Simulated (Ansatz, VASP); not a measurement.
## One calculation of NaGeBr3, two programs

Contents of INCAR:

```
SYSTEM = NaGeBr3
ALGO     = Normal         ! electronic algorithm
EDIFF    = 1E-6           ! SCF threshold, eV
ENCUT    = 520            ! plane-wave cutoff, eV
GGA      = PE             ! functional
ISIF     = 2              ! what is computed and relaxed
ISMEAR   = -1             ! smearing method
LASPH    = .TRUE.         ! aspherical terms in the spheres
LCHARG   = .FALSE.        ! write CHGCAR
LREAL    = .FALSE.        ! projectors in reciprocal space
LWAVE    = .FALSE.        ! write WAVECAR
NBANDS   = 29             ! bands
NELM     = 100            ! most SCF steps
PREC     = Accurate       ! precision mode
SIGMA    = 0.02           ! smearing width, eV
```

KPOINTS

```
k-points
0
G
  6 6 6
  0 0 0
```

The input POSCAR:

```
NaGeBr3
1.0
    5.3090168093      0.0000000000      0.0000000000
    0.0000000000      5.3090168093      0.0000000000
    0.0000000000      0.0000000000      5.3090168093
Na Ge Br
1 1 3
Direct
    0.0000000000      0.0000000000      0.0000000000
    0.5000000000      0.5000000000      0.5000000000
    0.5000000000      0.5000000000      0.0000000000
    0.5000000000      0.0000000000      0.5000000000
    0.0000000000      0.5000000000      0.5000000000
```

Input for Ansatz:

```yaml
crystal:
  lattice:
    - [5.3090168093, 0.0, 0.0]
    - [0.0, 5.3090168093, 0.0]
    - [0.0, 0.0, 5.3090168093]
  atoms:
    - { symbol: Na, position: [0.0, 0.0, 0.0] }
    - { symbol: Ge, position: [0.5, 0.5, 0.5] }
    - { symbol: Br, position: [0.5, 0.5, 0.0] }
    - { symbol: Br, position: [0.5, 0.0, 0.5] }
    - { symbol: Br, position: [0.0, 0.5, 0.5] }
kpoints:
  mp_grid: { grid: [6, 6, 6] }
  band_path:
    path: [[0.0, 0.0, 0.0], [0.0, 0.5, 0.0], [0.5, 0.5, 0.0], [0.5, 0.5, 0.5]]
    npoints: 1
hamiltonian:
  xc: pbe
scf:
  occupations: { method: fermi_dirac, width: 0.02 }
  n_extra_bands: 5
output:
  forces: true
  stress: true
  eigenvalues: true
```

Change from the starting cell: hydrostatic strain -3.0%.

Alike in both runs: task single point; functional PBE; k mesh 6 × 6 × 6; occupations fermi-dirac, width 0.02 eV; no spin polarisation.

```csv
,VASP,Ansatz
version,VASP 6.6.1,Ansatz 0.2.0
potentials or method,"VASP PAW PBE potentials, release 64 (Na_pv, Ge_d, Br)","plane waves, PAW"
plane-wave cutoff (eV),520,420
valence electrons in the cell,42,44
```

|  | VASP | Ansatz | Ansatz less VASP |
| --- | --- | --- | --- |
| pressure (GPa) | 3.1 | 3.1 | 0.00 |

The functional is the same, so the differences come from potentials, cutoffs and numerics. The two sets of potentials don't hold the same shells in valence.
